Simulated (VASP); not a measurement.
Data:

```xyz
4
Lattice="2.3602 -3.8225 0.0000 2.3602 3.8225 0.0000 0.0000 0.0000 3.7283" Properties=species:S:1:pos:R:3 pbc="T T T"
Si     2.3602     1.1366     2.4071
Si     2.3602    -1.1366     1.3212
Si     2.3602    -2.6860     3.1854
Si     2.3602     2.6860     0.5429
```

Level of theory: r2SCAN meta-GGA, VASP's PBE PAW potentials (set 64) (plane waves; VASP). Settings: 400 eV cut-off, 9×9×9 Γ-centred mesh, tetrahedra with Blöchl corrections, potentials Si.

The cores are frozen, which limits the accuracy of field gradients.

Question: Give the principal components of the electric field gradient (V/Å²) and the asymmetry η at each nucleus.

Answer: 
```tsv
atom	Vxx	Vyy	Vzz	η
Si1	14.2	4.7	-18.8	0.51
Si2	14.2	4.7	-18.8	0.51
Si3	14.2	4.7	-18.8	0.51
Si4	14.2	4.7	-18.8	0.51
```

The structure was generated: Si was put into the black-P type (Cmce), which need not be its known phase. It was relaxed first, which changed the volume by -11 %.
